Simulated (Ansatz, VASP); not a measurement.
One calculation of HfB3Ir, two programs

```
Hf B Ir
1.0
     4.04730    0.00000    0.00000
     0.00000    4.04730    0.00000
     0.00000    0.00000    4.04730
Hf B Ir
1 3 1
Direct
  0.00000 0.00000 0.00000
  0.00000 0.50000 0.50000
  0.50000 0.50000 0.00000
  0.50000 0.00000 0.50000
  0.50000 0.50000 0.50000
```

Change from the starting cell: species swapped into the Mn3ZnC type (Pm-3m, No. 221).

Alike in both runs: functional PBE; k mesh 10 × 10 × 10; occupations gaussian, width 0.1 eV; no spin polarisation.

Ansatz relaxed the structure, and its values are those at the end. VASP's run is a single point on that final structure, the one shown.

```csv
,VASP,Ansatz
version,VASP 6.6.1,Ansatz 0.2.0
potentials or method,"VASP PAW PBE potentials, release 64 (Hf_pv, B, Ir)","scalar-relativistic, plane waves, PAW"
plane-wave cutoff (eV),520,420
valence electrons in the cell,28,52
```

```tsv
	VASP	Ansatz	Ansatz less VASP
gap on the k mesh at the Fermi level (eV)	none	none	-
pressure (GPa)	0.2	0.0	-0.24
```

A gap of «none» marks a metal or a gap that the smearing closes. The two sets of potentials don't hold the same shells in valence.

The runs have no spin-orbit coupling, so splittings on Hf, Ir are missing.
